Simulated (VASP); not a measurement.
# HfW (P-6m2) in VASP: further runs

Runs on HfW. Level: r2SCAN. Tasks: single point.

Everything below comes from runs of VASP 6.6.1. Logs are shortened: lines on timing, memory, paths and dates and some standing lists are left out, and cuts for length are marked.

### 1 Starting point

Symmetry: P-6m2, No. 187, hexagonal system. The conventional cell has a = 3.412 Å, b = 3.412 Å, c = 3.323 Å, α = 90.00°, β = 90.00°, γ = 120.00°. W (site symmetry -6m2) has 6 Hf at 2.58 Å as nearest neighbours. Hf (site symmetry -6m2) has 6 W at 2.58 Å as nearest neighbours.

The cell was built by a generator and needn't be a form met in nature.

### 2 Single point, r2SCAN

Contents of POSCAR:

```
HfW
1.0
    1.7060366600      2.9549402300      0.0000000000
   -1.7060366600      2.9549402300      0.0000000000
    0.0000000000      0.0000000000      3.3232341100
W Hf
1 1
Direct
    0.0000000000      0.0000000000      0.0000000000
    0.6667000000      0.6666000000      0.5000000000
```

Contents of INCAR.step1:

```
SYSTEM = HfW
ALGO = Normal
EDIFF = 1E-4
ENCUT = 520
GGA = PE
ISMEAR = -1
LASPH = .True.
LCHARG = .False.
LREAL = .False.
LWAVE = .True.
NBANDS = 19
NELM = 100
PREC = Accurate
SIGMA = 0.0118
```

Contents of INCAR.step2:

```
SYSTEM = HfW
ALGO = Normal
EDIFF = 1E-6
ENCUT = 520
ISIF = 2
ISMEAR = -1
ISTART = 1
LASPH = .True.
LCHARG = .True.
LELF = .True.
LMIXTAU = .True.
LREAL = .False.
LVHAR = .True.
LWAVE = .False.
METAGGA = R2SCAN
NBANDS = 19
NELM = 100
PREC = Accurate
SIGMA = 0.0118
```

Contents of KPOINTS:

```
k-points
0
Gamma
  6 6 5
  0 0 0
```

Potentials or basis: VASP PAW PBE potentials, release 64 (W_sv, Hf_pv).

On the command line:

```sh
$ cat potpaw_PBE.64/W_sv/POTCAR potpaw_PBE.64/Hf_pv/POTCAR > POTCAR
$ cp INCAR.step1 INCAR
$ mpirun -np 1 vasp_std > vasp.out
$ cp INCAR.step2 INCAR
$ mpirun -np 1 vasp_std > vasp.out
```

OUTCAR:

```text
SYSTEM = HfW
   EDIFF = 1E-6
   ENCUT = 520
   ISIF = 2
   ISMEAR = -1
   ISTART = 1
   LASPH = .True.
   LREAL = .False.
   METAGGA = R2SCAN
   NELM = 100
   PREC = Accurate

 ion  position               nearest neighbor table
   1  0.000  0.000  0.000-   2 2.58   2 2.58   2 2.58   2 2.58   2 2.58   2 2.58
   2  0.667  0.667  0.500-   1 2.58   1 2.58   1 2.58   1 2.58   1 2.58   1 2.58

  LATTYP: Found a hexagonal cell.
 ALAT       =     3.4120716358
 C/A-ratio  =     0.9739637571

  Lattice vectors:

 A1 = (   1.7060366600,  -2.9549402300,   0.0000000000)
 A2 = (   1.7060366600,   2.9549402300,   0.0000000000)
 A3 = (   0.0000000000,   0.0000000000,   3.3232341100)

Analysis of symmetry for initial positions (statically):
=====================================================================
 Subroutine PRICEL returns:
 Original cell was already a primitive cell.

 Routine SETGRP: Setting up the symmetry group for a
 hexagonal supercell.

 Subroutine GETGRP returns: Found  4 space group operations
 (whereof  4 operations were pure point group operations)
 out of a pool of 24 trial point group operations.

The static configuration has the point symmetry C_2v.

Analysis of symmetry for dynamics (positions and initial velocities):
=====================================================================
 Subroutine PRICEL returns:
 Original cell was already a primitive cell.

 Routine SETGRP: Setting up the symmetry group for a
 hexagonal supercell.

 Subroutine GETGRP returns: Found  4 space group operations
 (whereof  4 operations were pure point group operations)
 out of a pool of 24 trial point group operations.

The dynamic configuration has the point symmetry C_2v.

 Subroutine INISYM returns: Found  4 space group operations
 (whereof  4 operations are pure point group operations),
 and found     1 'primitive' translations

----------------------------------------------------------------------------------------

                                     Primitive cell

  volume of cell :      33.5064

  direct lattice vectors                    reciprocal lattice vectors
     1.706036660  2.954940230  0.000000000     0.293076938  0.169208160  0.000000000
    -1.706036660  2.954940230  0.000000000    -0.293076938  0.169208160  0.000000000
     0.000000000  0.000000000  3.323234110     0.000000000  0.000000000  0.300911692

  length of vectors
     3.412071636  3.412071636  3.323234110     0.338416153  0.338416153  0.300911692

  position of ions in fractional coordinates (direct lattice)
     0.000000000  0.000000000  0.000000000
     0.666700000  0.666600000  0.500000000

  ion indices of the primitive-cell ions
   primitive index   ion index
                 1           1
                 2           2

----------------------------------------------------------------------------------------

 KPOINTS: k-points

Automatic generation of k-mesh.
 Grid dimensions read from file:
 generate k-points for:    6    6    5

 Generating k-lattice:

  Cartesian coordinates                     Fractional coordinates (reciprocal lattice)
     0.048846156  0.028201360  0.000000000     0.166666667  0.000000000  0.000000000
    -0.048846156  0.028201360  0.000000000     0.000000000  0.166666667  0.000000000
     0.000000000  0.000000000  0.060182338     0.000000000  0.000000000  0.200000000

  Length of vectors
     0.056402692  0.056402692  0.060182338

  Shift w.r.t. Gamma in fractional coordinates (k-lattice)
     0.000000000  0.000000000  0.000000000

 Subroutine IBZKPT returns following result:
 ===========================================

 Found     39 irreducible k-points:

 Following reciprocal coordinates:
            Coordinates               Weight
  0.000000  0.000000  0.000000      1.000000
  0.166667  0.000000  0.000000      4.000000
  0.000000  0.166667  0.000000      2.000000
  0.333333  0.000000  0.000000      4.000000
  0.000000  0.333333  0.000000      2.000000
  0.500000  0.000000  0.000000      2.000000
[... 16 lines left out ...]
  0.500000  0.166667  0.200000      8.000000
  0.333333  0.500000  0.200000      8.000000
 [... further k-points ...]
   k-points           NKPTS =     39   k-points in BZ     NKDIM =     39   number of bands    NBANDS=     19
   number of dos      NEDOS =    301   number of ions     NIONS =      2
   total plane-waves  NPLWV =  21952
   dimension x,y,z NGX =    28 NGY =   28 NGZ =   28
   dimension x,y,z NGXF=    56 NGYF=   56 NGZF=   56
   ions per type =               1   1
   NGX,Y,Z   is equivalent  to a cutoff of  13.64, 13.64, 14.01 a.u.
   NGXF,Y,Z  is equivalent  to a cutoff of  27.28, 27.28, 28.01 a.u.
 SYSTEM =  HfW
   PREC   = accura    normal or accurate (medium, high low for compatibility)
   ISTART =      1    job   : 0-new  1-cont  2-samecut
   ICHARG =      0    charge: 1-file 2-atom 10-const
   ISPIN  =      1    spin polarized calculation?
   LNONCOLLINEAR =      F non collinear calculations
   LSORBIT =      F    spin-orbit coupling
   LASPH  =      T    aspherical Exc in radial PAW
   ENCUT  =  520.0 eV  38.22 Ry    6.18 a.u.   6.34  6.34  6.18*2*pi/ulx,y,z
   NELM   =    100;   NELMIN=  2; NELMDL=  0     # of ELM steps
   EDIFF  = 0.1E-05   stopping-criterion for ELM
   LREAL  =      F    real-space projection
   EDIFFG = 0.1E-04   stopping-criterion for IOM
   NSW    =      0    number of steps for IOM
   IBRION =     -1    ionic relax: 0-MD 1-quasi-New 2-CG
   NFREE  =      0    steps in history (QN), initial steepest desc. (CG)
   ISIF   =      2    stress and relaxation
   ISYM   =      2    0-nonsym 1-usesym 2-fastsym
   POTIM  = 0.5000    time-step for ionic-motion
   TEBEG  =    0.0;   TEEND  =   0.0 temperature during run
   PSTRESS=    0.0 pullay stress
   NELECT =      24.0000    total number of electrons
   NUPDOWN=      -1.0000    fix difference up-down
   EMIN   =  10.00;   EMAX   =-10.00  energy-range for DOS
   EFERMI =   0.00;   METHOD = LEGACY
   ISMEAR =    -1;   SIGMA  =   0.01  broadening in eV -4-tet -1-fermi 0-gaus
   EFERMI_NEDOS =   21; number of points for ismear=-14 and -15
   IALGO  =     38    algorithm
   IMIX   =      4    mixing-type and parameters
     AMIX     =   0.40;   BMIX     =  1.00
     AMIX_MAG =   1.60;   BMIX_MAG =  1.00
  volume/ion in A,a.u.               =      16.75       113.06
  Fermi-wavevector in a.u.,A,eV,Ry     =   1.464769  2.768013 29.191970  2.145549
  Thomas-Fermi vector in A             =   2.580706
   LORBIT       =      0    0 simple, 1 ext, 2 COOP (PROOUT), +10 PAW based schemes
   METAGGA = R2SCAN    functional components
   LHFCALC =     F    Hartree Fock is set to
   AEXX    =    0.0000 exact exchange contribution
   IVDW    =     0    specifies the selected vdW correction
   LEPSILON=     F    determine dielectric tensor
   LRPA    =     F    only Hartree local field effects (RPA)
 non-spin polarized calculation
  energy-cutoff  :      520.00
  volume of cell :       33.51
 maximum number of plane-waves:       930
 NGX is ok and might be reduce to    28
   NGX = 13   NGY = 13   NGZ = 13

 number of electron      24.0000000 magnetization

 Free energy of the ion-electron system (eV)
  ---------------------------------------------------
  ext. energy  EPLUGINS =         0.00000000
  ---------------------------------------------------
  free energy    TOTEN  =       -93.81022706 eV

  energy without entropy =      -93.80749408  energy(sigma->0) =      -93.80886057

 E-fermi :   7.9155     XC(G=0): -13.9654

 val. band max:        7.8895006606   @ k =   0.3333   0.1667   0.0000
 cond. band min:       7.9201154847   @ k =   0.5000   0.1667   0.4000
 fundamental gap:      0.0306148241
 Fermi energy:         7.9155041783

 k-point     1 :       0.0000    0.0000    0.0000
  band No.  band energies     occupation
      1     -66.8446      2.00000
      2     -30.6244      2.00000
      3     -30.6243      2.00000
      4     -30.5790      2.00000
      5     -22.3387      2.00000
      6     -22.3387      2.00000
[... 11 lines left out ...]
     18      14.6144      0.00000
     19      17.3418      0.00000

 k-point     2 :       0.1667    0.0000    0.0000
  band No.  band energies     occupation
      1     -66.8437      2.00000
      2     -30.6599      2.00000
      3     -30.6419      2.00000
      4     -30.5567      2.00000
      5     -22.4404      2.00000
      6     -22.3426      2.00000
[... 11 lines left out ...]
     18      15.3906      0.00000
     19      20.3356      0.00000

 k-point     3 :       0.0000    0.1667    0.0000
  band No.  band energies     occupation
      1     -66.8437      2.00000
      2     -30.6599      2.00000
      3     -30.6418      2.00000
      4     -30.5567      2.00000
      5     -22.4404      2.00000
      6     -22.3426      2.00000
[... 11 lines left out ...]
     18      15.3888      0.00000
     19      20.3363      0.00000

 k-point     4 :       0.3333    0.0000    0.0000
  band No.  band energies     occupation
      1     -66.8417      2.00000
      2     -30.7312      2.00000
      3     -30.6768      2.00000
      4     -30.5113      2.00000
      5     -22.6340      2.00000
      6     -22.3560      2.00000
[... 11 lines left out ...]
     18      16.8894      0.00000
     19      18.7617      0.00000

 k-point     5 :       0.0000    0.3333    0.0000
  band No.  band energies     occupation
      1     -66.8417      2.00000
      2     -30.7312      2.00000
      3     -30.6767      2.00000
      4     -30.5113      2.00000
      5     -22.6341      2.00000
      6     -22.3561      2.00000
[... 11 lines left out ...]
     18      16.8881      0.00000
     19      18.7610      0.00000

 k-point     6 :       0.5000    0.0000    0.0000
  band No.  band energies     occupation
      1     -66.8408      2.00000
      2     -30.7669      2.00000
      3     -30.6941      2.00000
      4     -30.4884      2.00000
      5     -22.7263      2.00000
      6     -22.3949      2.00000
[... 11 lines left out ...]
     18      16.1881      0.00000
     19      16.5020      0.00000

 k-point     7 :       0.0000    0.5000    0.0000
  band No.  band energies     occupation
      1     -66.8408      2.00000
      2     -30.7670      2.00000
      3     -30.6940      2.00000
      4     -30.4884      2.00000
      5     -22.7264      2.00000
      6     -22.3950      2.00000
[... 11 lines left out ...]
     18      16.1879      0.00000
     19      16.5019      0.00000

 k-point     8 :       0.3333    0.1667    0.0000
  band No.  band energies     occupation
      1     -66.8422      2.00000
      2     -30.7138      2.00000
      3     -30.6677      2.00000
      4     -30.5227      2.00000
      5     -22.5692      2.00000
      6     -22.3666      2.00000
[... 256 lines left out ...]
 k-point    20 :       0.0000    0.5000    0.2000
  band No.  band energies     occupation
      1     -66.8388      2.00000
      2     -30.8018      2.00000
      3     -30.6710      2.00000
      4     -30.5734      2.00000
      5     -22.6785      2.00000
      6     -22.4130      2.00000
[... 11 lines left out ...]
     18      14.4847      0.00000
     19      15.4327      0.00000

 k-point    21 :       0.3333    0.1667    0.2000
  band No.  band energies     occupation
      1     -66.8408      2.00000
      2     -30.7294      2.00000
      3     -30.6601      2.00000
      4     -30.5712      2.00000
      5     -22.5771      2.00000
      6     -22.4247      2.00000
[... 11 lines left out ...]
     18      17.2367      0.00000
     19      19.0285      0.00000

 k-point    22 :       0.1667    0.3333    0.2000
  band No.  band energies     occupation
      1     -66.8408      2.00000
      2     -30.7295      2.00000
      3     -30.6600      2.00000
      4     -30.5712      2.00000
      5     -22.5772      2.00000
      6     -22.4247      2.00000
[... 11 lines left out ...]
     18      17.2366      0.00000
     19      19.0275      0.00000

 k-point    23 :       0.5000    0.1667    0.2000
  band No.  band energies     occupation
      1     -66.8387      2.00000
      2     -30.7792      2.00000
      3     -30.6943      2.00000
      4     -30.5736      2.00000
      5     -22.6289      2.00000
      6     -22.4578      2.00000
[... 11 lines left out ...]
     18      15.6997      0.00000
     19      16.1837      0.00000

 k-point    24 :       0.3333    0.5000    0.2000
  band No.  band energies     occupation
      1     -66.8387      2.00000
      2     -30.7792      2.00000
      3     -30.6943      2.00000
      4     -30.5735      2.00000
      5     -22.6289      2.00000
      6     -22.4579      2.00000
[... 11 lines left out ...]
     18      15.6998      0.00000
     19      16.1848      0.00000

 [... further k-points ...]

------------------------ aborting loop because EDIFF is reached ----------------------------------------

  FORCE on cell =-STRESS in cart. coord.  units (eV):
  Direction    XX          YY          ZZ          XY          YZ          ZX
  --------------------------------------------------------------------------------------
  -------------------------------------------------------------------------------------
  Total        5.5533382      5.5522371     14.3352449     -0.0009472      0.0000000      0.0000000
  in kB      265.5441322    265.4914810    685.4688214     -0.0452946      0.0000000      0.0000000
  external PRESSURE =     405.5014782 kB  Pullay stress =       0.0000000 kB

 VOLUME and BASIS-vectors are now :
 -----------------------------------------------------------------------------
  energy-cutoff  :      520.00
  volume of cell :       33.51
      direct lattice vectors                 reciprocal lattice vectors
     1.706036660  2.954940230  0.000000000     0.293076938  0.169208160  0.000000000
    -1.706036660  2.954940230  0.000000000    -0.293076938  0.169208160  0.000000000
     0.000000000  0.000000000  3.323234110     0.000000000  0.000000000  0.300911692

 POSITION                                       TOTAL-FORCE (eV/Angst)
 -----------------------------------------------------------------------------------
      0.00000      0.00000      0.00000         0.000010     -0.000006      0.000000
      0.00017      3.93982      1.66162        -0.000010      0.000006      0.000000
 -----------------------------------------------------------------------------------
    total drift:                                0.000009      0.000014      0.000000

  FREE ENERGIE OF THE ION-ELECTRON SYSTEM (eV)
  ---------------------------------------------------
  free  energy   TOTEN  =       -93.8102270646 eV

  energy  without entropy=      -93.8074940796  energy(sigma->0) =      -93.80886057
```

Run time: 41 s. Hardware: 1 thread of Intel Xeon 6975P-C (Granite Rapids), shared host; peak memory 0.18 GiB.

Results:

```yaml
Free_energy: -93.8102 eV
Pressure: 40.6 GPa
Band_gap_on_the_k_mesh: none (metal or under the smearing width)
```

Caveat: the k mesh is coarse (spacing up to 0.38 Å⁻¹), so the values aren't converged; a pressure of tens of GPa on the cell as given is suspect, and the run, the potentials or the cell itself is likely at fault; the PAW data sets were made with another functional, which shifts forces and pressure a little.

### 3 Single point, r2SCAN, collinear spin, twin_end start

POSCAR is that of step 2.

Contents of INCAR.step1:

```
PREC = Accurate
ENCUT = 520
ISMEAR = -1
SIGMA = 0.0118
LREAL = F
LASPH = T
NELM = 150
ISPIN = 2
MAGMOM = 0.13 0.04
LMAXMIX = 4
NBANDS = 23
GGA = PE
ALGO = Normal
EDIFF = 1E-4
LWAVE = T
LCHARG = F
```

Contents of INCAR.step2:

```
PREC = Accurate
ENCUT = 520
EDIFF = 1E-6
ISMEAR = -1
SIGMA = 0.0118
LREAL = F
LASPH = T
NELM = 150
ALGO = Normal
ISIF = 2
LWAVE = F
LCHARG = T
ISPIN = 2
MAGMOM = 0.13 0.04
LORBIT = 11
LMAXMIX = 4
METAGGA = R2SCAN
LMIXTAU = T
LELF = T
LVHAR = T
NBANDS = 23
ISTART = 1
```

Contents of KPOINTS:

```
regular mesh
0
Gamma
  6 6 5
```

Potentials or basis: VASP PAW PBE potentials, release 64 (W_sv, Hf_pv).

On the command line:

```sh
$ cat potpaw_PBE.64/W_sv/POTCAR potpaw_PBE.64/Hf_pv/POTCAR > POTCAR
$ cp INCAR.step1 INCAR
$ mpirun -np 1 vasp_std > vasp.out
$ cp INCAR.step2 INCAR
$ mpirun -np 1 vasp_std > vasp.out
```

Wall time 99 s (1 thread of Intel Xeon 6975P-C (Granite Rapids), shared host); peak memory 0.21 GiB.

The run converged. Its results:

| Quantity | Value |
| --- | --- |
| Free energy | -93.8135 eV |
| Pressure | 40.7 GPa |
| Band gap on the k mesh | none (metal or under the smearing width) |
| Net moment | -0.25 μB per cell |
| Site moments | W -0.15; Hf -0.07 μB |
| Valence electrons inside the program's atomic spheres | W 12.42; Hf 9.19 |

Forces in eV/Å, atoms in the order of the input:
```
W    0.002 -0.001  0.000
Hf  -0.002  0.001  0.000
```

Stress tensor (GPa, compression positive):
```
27.14 -0.01  0.00
-0.01 27.12  0.00
 0.00  0.00 67.86
```

Levels at points of the mesh, in eV from the Fermi level:
Spin up:
```tsv
k point	band 10	band 11	band 12	band 13	band 14	band 15
(0.00, 0.00, 0.00)	-0.77	-0.77	-0.12	-0.12	2.52	2.52
(0.50, 0.00, 0.00)	-1.90	-1.38	-0.96	1.93	3.18	5.02
(0.00, 0.50, 0.00)	-1.90	-1.38	-0.96	1.93	3.18	5.02
```
Spin down:
```csv
k point,band 10,band 11,band 12,band 13,band 14,band 15
"(0.00, 0.00, 0.00)",-0.87,-0.87,-0.26,-0.26,2.42,2.42
"(0.50, 0.00, 0.00)",-1.95,-1.51,-1.08,1.83,3.08,4.93
"(0.00, 0.50, 0.00)",-1.95,-1.51,-1.08,1.83,3.08,4.93
```

Caveat: the k mesh is coarse (spacing up to 0.38 Å⁻¹), so the values aren't converged; a pressure of tens of GPa on the cell as given is suspect, and the run, the potentials or the cell itself is likely at fault; the PAW data sets were made with another functional, which shifts forces and pressure a little.

### 4 Single point, r2SCAN

POSCAR is that of step 3.

Contents of INCAR.step1:

```
SYSTEM = HfW
PREC = Accurate
ENCUT = 520
ISMEAR = -1
SIGMA = 0.0118
LREAL = .FALSE.
LASPH = .TRUE.
NELM = 100
ISYM = 0
NBANDS = 19
GGA = PE
ALGO = Normal
EDIFF = 1E-4
LWAVE = .TRUE.
LCHARG = .FALSE.
```

Contents of INCAR.step2:

```
SYSTEM = HfW
PREC = Accurate
ENCUT = 520
EDIFF = 1E-7
ISMEAR = -1
SIGMA = 0.0118
LREAL = .FALSE.
LASPH = .TRUE.
NELM = 100
ALGO = Normal
ISIF = 2
LWAVE = .FALSE.
LCHARG = .FALSE.
METAGGA = R2SCAN
LMIXTAU = .TRUE.
ISYM = 0
NBANDS = 19
ISTART = 1
```

Contents of KPOINTS:

```
Automatic mesh
0
G
  6 6 5
  0 0 0
```

On the command line:

```sh
$ cat potpaw_PBE.64/W_sv/POTCAR potpaw_PBE.64/Hf_pv/POTCAR > POTCAR
$ cp INCAR.step1 INCAR
$ mpirun -np 1 vasp_std > vasp.out
$ cp INCAR.step2 INCAR
$ mpirun -np 1 vasp_std > vasp.out
```

It took 99 s on 1 thread of Intel Xeon 6975P-C (Granite Rapids), shared host; peak memory 0.2 GiB.

Results (log left out):

- Free energy: -93.8102 eV
- Pressure: 40.5 GPa
- Band gap on the k mesh: none (metal or under the smearing width)

Stress tensor (GPa, compression positive):
```
26.55  0.00  0.00
 0.00 26.54  0.00
 0.00  0.00 68.54
```

Levels at points of the mesh, in eV from the Fermi level:
```
           k point  band 8  band 9  band 10  band 11  band 12  band 13  band 14  band 15  band 16  band 17
(0.00, 0.00, 0.00)   -8.13   -5.04    -0.83    -0.83    -0.20    -0.20     2.45     2.45     4.17     6.70
(0.50, 0.00, 0.00)   -4.80   -4.31    -1.94    -1.46    -1.03     1.87     3.12     4.96     4.98     6.38
(0.50, 0.50, 0.00)   -4.80   -4.31    -1.94    -1.46    -1.03     1.87     3.12     4.96     4.98     6.38
(0.00, 0.50, 0.00)   -4.80   -4.31    -1.94    -1.46    -1.03     1.87     3.12     4.96     4.98     6.38
```

Caveat: the k mesh is coarse (spacing up to 0.38 Å⁻¹), so the values aren't converged; a pressure of tens of GPa on the cell as given is suspect, and the run, the potentials or the cell itself is likely at fault; the PAW data sets were made with another functional, which shifts forces and pressure a little. The run has no spin-orbit coupling, so splittings on Hf, W are missing.
